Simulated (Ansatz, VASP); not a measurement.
# Cross-check of Ta3BiC (Ta3BiC antiperovskite) between VASP and Ansatz, part 2 of 2

Aim: how closely do two programs agree when they are given the same cell, functional and k mesh? The cell is generated by rule, not measured, and may not be a known phase. The cell is taken from a series of runs on this material, whose earlier steps may have relaxed, scaled, displaced or heated it; both programs get it as it stands.

VASP 6.6.1 and Ansatz 0.2.0.

So far: The structure; VASP: relaxation of cell and atoms, PBE.

The structure was built from a prototype and need not be the compound's stable phase.

### 3. Ansatz: relaxation of cell and atoms, PBE

Level of this step: Ansatz beside VASP: Kohn-Sham DFT, plane waves, PBE (Ansatz).

Ansatz runs on its default PAW (the set named soft_2) files.

The same cell, functional, mesh and smearing now go to Ansatz, which takes its cutoff from its data sets.

The input, input.yaml:

```yaml
crystal:
  lattice:
    - [4.4009836943, 0.0, 0.0]
    - [0.0, 4.4009836943, 0.0]
    - [0.0, 0.0, 4.4009836943]
  atoms:
    - { symbol: Bi, position: [0.0, 0.0, 0.0] }
    - { symbol: Ta, position: [0.5, 0.5, 0.0] }
    - { symbol: Ta, position: [0.5, 0.0, 0.5] }
    - { symbol: Ta, position: [0.0, 0.5, 0.5] }
    - { symbol: C, position: [0.5, 0.5, 0.5] }
kpoints:
  mp_grid: { grid: [6, 6, 6] }
hamiltonian:
  xc: pbe
scf:
  occupations: { method: gaussian, width: 0.1 }
output:
  forces: true
  stress: true
  eigenvalues: true
relax:
  adjacent_minimum: "off"
  f_tol: 0.005
  max_steps: 80
  cell: { stress_tol: 0.05 }
```

Run with:

```bash
$ ansatz run input.yaml --threads 4 --pin off --max-ram 16384MiB --backend cpu --events-out ev --progress --plain --runs-dir out
```

Numbers of over 12 decimals in the logs are rounded to 6 here.

The program printed:

```text
Engine: ansatz 0.2.0, aarch64-unknown-linux-gnu
Pseudopotentials: kind: paw
Pseudopotential: Bi, paw, valence charge 15, recommended cutoff 420 eV (normal), Bi.paw.azcp
Pseudopotential: Ta, paw, valence charge 13, recommended cutoff 420 eV (normal), Ta.paw.azcp
Pseudopotential: C, paw, valence charge 4, recommended cutoff 420 eV (normal), C.paw.azcp
Functional definition: PBE
  parameter kappa = 0.804
  parameter beta = 0.066725
  exchange = pbe_x(kappa = kappa, mu = beta*pi^2/3)
  correlation = pbe_c(beta = beta)
Crystal: 5 atoms, lattice volume = 85.241 Å³
Basis set: ecut = 420 eV, 1743 PW (Γ), exchange–correlation on 60×60×60 points (8 copies of the dense FFT grid, shifted against one another)
Bands: 35, of which v1, the nominal top of the filled ones, is band 29 counted from 1 (28 counted from 0)
Symmetry: 48 space group operations
Space group: Pm-3m (ITA 221), of the structure as read, at distance tolerance 4.4e-5 Å
k-points: 20 of 216
Non-local potential: Bi, projectors of the file, l = 0: 2, l = 1: 2, l = 2: 2, l = 3: 2
Non-local potential: Ta, projectors of the file, l = 0: 3, l = 1: 2, l = 2: 2, l = 3: 1
Non-local potential: C, projectors of the file, l = 0: 2, l = 1: 2, l = 2: 1
PAW form: soft (Blöchl's): semilocal exchange-correlation on the pseudo side does not see the compensation charge
PAW one-centre angular grid: Bi, 590 points (default); XC on 64 Gauss nodes
PAW one-centre angular grid: Ta, 590 points (default); XC on 64 Gauss nodes
PAW one-centre angular grid: C, 110 points (default); XC on 64 Gauss nodes
Initial density: superposition of atomic densities (neutral atoms: chi_scale 0, normalization atom), corrected by the library's trained network
Initial wavefunctions: pseudopotential atomic-orbital guess
Functional: x = pbe(κ = 0.804, μ = 0.219515), c = pbe(β = 0.066725)
SCF iter   1: F=—  HF=-42443.013643 eV  |F-HF|=—  |Δ(HF+E_count)|=         —  Δρ=3.73e-3  dr2=8.81e-3  ethr=1.77e-3  ⟨swp⟩=5.8  Hψ=2924  notcnv=0
preconditioner: auto → Kerker (q_TF=auto, 2.559 Å⁻¹)  [metal: Δε(μ)=0.020 eV  Ē_g=11.604 eV  σ=0.100 eV  W_gap=0.11  n_scr=26 (ndim 8)  ℏωp=23.5 eV  f_vac=0.000  D(μ)=7.73/eV (n_scr^D=92)]
SCF iter   2: F=—  HF=-42443.012197 eV  |F-HF|=—  |Δ(HF+E_count)|=   1.45e-3  Δρ=2.03e-3  dr2=2.68e-3  ethr=1.52e-5  ⟨swp⟩=1.9  Hψ=1065  notcnv=0
SCF iter   3: F=—  HF=-42443.011660 eV  |F-HF|=—  |Δ(HF+E_count)|=   5.37e-4  Δρ=3.27e-4  dr2=1.03e-4  ethr=4.62e-6  ⟨swp⟩=2.0  Hψ=920  notcnv=0
SCF iter   4: F=—  HF=-42443.011642 eV  |F-HF|=—  |Δ(HF+E_count)|=   1.74e-5  Δρ=7.66e-5  dr2=5.60e-6  ethr=1.78e-7  ⟨swp⟩=2.0  Hψ=836  notcnv=0
SCF iter   5: F=—  HF=-42443.011803 eV  |F-HF|=—  |Δ(HF+E_count)|=   1.61e-4  Δρ=1.64e-5  dr2=1.50e-7  ethr=9.66e-9  ⟨swp⟩=2.0  Hψ=934  notcnv=0
SCF iter   6: F=-42443.011803 eV  HF=-42443.011803 eV  |F-HF|=1.75e-10  |Δ(HF+E_count)|=   4.15e-8  Δρ=2.40e-6  dr2=3.08e-9  ethr=1.72e-10  ⟨swp⟩=8.0  Hψ=2886  notcnv=0
SCF 1 converged in 6 iterations: F = -42443.011803 eV  dr2 = 3.08e-9
  greatest PAW one-centre occupation: 0.999 electrons in one spin orbital (limit 2), on the Ta atom at site 3 (counted from 0), in its partial waves of l = 0
relax step   1: F+E_penalty+E_count = -42443.01180290 eV  Δ(F+E_penalty+E_count) = +0.000e0 eV  max|allowed force component| = 2.877e-29 eV/Å  Δτ_max = 0.0000 Å  P = -0.636 GPa  Ω = 85.241 Å³  (6 SCF iters, dr2 threshold 1.00e-7 eV, accepted)
[...]
relax step   2: F+E_penalty+E_count = -42443.01204359 eV  Δ(F+E_penalty+E_count) = -2.407e-4 eV  max|allowed force component| = 7.573e-30 eV/Å  Δτ_max = 0.0000 Å  P = +0.750 GPa  Ω = 84.598 Å³  energy of the carried Pulay correction = +4.527e-4 eV  (6 SCF iters, dr2 threshold 5.00e-7 eV, rejected (line search))
[...]
relax step   3: F+E_penalty+E_count = -42443.01260469 eV  Δ(F+E_penalty+E_count) = -8.018e-4 eV  max|allowed force component| = 3.240e-29 eV/Å  Δτ_max = 0.0000 Å  P = -0.004 GPa  Ω = 84.945 Å³  energy of the carried Pulay correction = +2.081e-4 eV  (7 SCF iters, accepted)
[...]
relax step   4: F+E_penalty+E_count = -42443.01233175 eV  Δ(F+E_penalty+E_count) = +2.729e-4 eV  max|allowed force component| = 3.198e-29 eV/Å  Δτ_max = 0.0000 Å  P = -0.006 GPa  Ω = 84.945 Å³  stress off target by 6.46e-3 GPa  SCF on the basis re-selected at this cell (its energy is not comparable with the rows above)  (8 SCF iters)
basis re-selected at this cell: Δ(F+E_penalty+E_count) = +2.729e-4 eV, ΔP = -0.003 GPa vs the last step (what re-selecting the basis moved, of the pressure what is left beyond the Pulay correction that the steps carried, after the strain that the cell walked since its last selection, with what the two solves' SCF thresholds leave and, on support functions, any second-order correction that the steps lacked; it is no m [...]
SCF converged after 8 iterations
Free energy (F): -42443.012332 eV
Harris-Foulkes:  -42443.012332 eV  (|F-HF|=7.28e-12)
Internal energy: -42442.973628 eV  (E = F + TS)
E sigma→0 (E₀):  -42442.992980 eV
Entropy (-TS):   -0.038704 eV (-7.741 meV/atom)
Fermi energy:    17.876408 eV
--- Per-component energies (eV) ---
  E_band       = -329.073532
  E_kinetic    = 1494.568487
  E_local      = -2982.493995  (includes V_loc(G=0)·N_el)
  E_nonlocal   = 631.647717
  E_hartree    = 989.642749
  E_xc         = -854.483458
  E_vxc        = -816.228996  (∫ρ·V_xc dr)
  E_paw        = -35955.465679  (= ΣΔE_a)
  E_vpaw       = -635.852256  (= ΣTr[D̂ρ^β])
  E_aug_tail   = 0.000013  (compensation charges beyond the density's cutoff)
  E_ewald      = -5766.389461
  E_smearing   = -0.038704  (= −TS)
  E_closure    = 0.000000  (closes the sum)
  Σ components = -42443.012332   (vs F -42443.012332, Δ=0.00e0)
--- Forces (eV/Å), atoms counted from 1 ---
  atom   1  Bi    -0.00000000    -0.00000000     0.00000000
  atom   2  Ta    -0.00000000     0.00000000    -0.00000000
  atom   3  Ta     0.00000000     0.00000000     0.00000000
  atom   4  Ta     0.00000000    -0.00000000     0.00000000
  atom   5  C      0.00000000     0.00000000     0.00000000
  max |Σ_I F_I| component: 1.89e-29 eV/Å
--- Stress (GPa, compression-positive) ---
       -0.006459       0.000000      -0.000000
        0.000000      -0.006459      -0.000000
       -0.000000      -0.000000      -0.006459
  P = ⅓ Tr σ = -0.0065 GPa (-0.065 kbar)
--- Band table (eV; the first three rows and the last of 20) ---
  k-point 0: bands = [... 25 lower, 15.1678, 15.1678, 17.5802, 17.5802, 17.5802, 17.8579, 19.1995, 19.1995, ... 2 higher]
  k-point 1: bands = [... 25 lower, 15.2581, 15.2920, 16.2015, 17.9267, 17.9267, 18.9389, 19.1615, 19.7341, ... 2 higher]
  k-point 2: bands = [... 25 lower, 15.4703, 15.8189, 16.7503, 18.4202, 18.5512, 18.5512, 19.0730, 19.9304, ... 2 higher]
  k-point 19: bands = [... 25 lower, 17.0076, 17.0076, 17.0076, 17.6084, 17.6084, 17.6084, 19.1586, 19.9639, ... 2 higher]
--- Relaxed structure (3 steps of the walk, 2 accepted, 1 SCFs on fresh bases) ---
  F+E_penalty+E_count = -42443.01233175 eV   max|allowed force component| = 3.198e-29 eV/Å   (the final SCF, on the basis selected at the relaxed cell)
  cell:  # Å, volume = 84.9447 Å³
    - [4.395876, 0, 0.0]
    - [0, 4.395876, 0.0]
    - [0, 0.0, 4.395876]
  atoms:
    - { symbol: Bi, position: [0, 0, 0] }
    - { symbol: Ta, position: [0.500000, 0.500000, 0] }
    - { symbol: Ta, position: [0.500000, 0, 0.500000] }
    - { symbol: Ta, position: [0, 0.500000, 0.500000] }
    - { symbol: C, position: [0.500000, 0.500000, 0.500000] }
```

The column dr2 measures how far the density is from self-consistency, as an energy; F and HF (Harris–Foulkes) agree once it is small.

### 4. Differences

Known differences besides the potentials themselves: the data sets hold 58 valence electrons in Ansatz (on its default PAW (the set named soft_2) files) and 52 in VASP; the cutoff is 420 eV in Ansatz and 600 eV in VASP; Ansatz adds a Pulay correction to the stress that steers its cell, VASP none. Total energies have different zeros and are not compared.

Both answers:

| quantity | Ansatz | VASP | difference |
| --- | --- | --- | --- |
| volume (Å³) | 84.94 | 85.07 | -0.15 % |
| edge a after relaxation, in the typed setting (Å) | 4.396 | 4.398 | -0.05 % |

### 5. Summary of results

| Property | Result |
| --- | --- |
| difference in volume (relaxation of cell and atoms, PBE) | -0.15 % |

**Reading.** The difference in volume is -0.15 % (relaxation of cell and atoms, PBE), within the 1.2 % picked in this series as the mark of a large difference, as far as the stopping tolerances let one tell. The data sets hold unlike numbers of valence electrons (58 in Ansatz and 52 in VASP), so part of the differences comes from the potentials. 1 further run of this series is not shown here. Such differences can come from data sets, numerical settings and the points named under the comparisons, not from the functional's error against experiment.

[Lines on the potential files, build, host, timing and source positions are cut from VASP's logs without a mark.]

[Logs are printed without paths, hosts, clocks, repeated set-up lines and the standing remarks that a program may print on its own settings, such as how far it seeks lower states.]

[Hosts, paths, dates, database ids (printed as entryN), source tags and the programs' standing remarks are cut or masked in the printed files.]
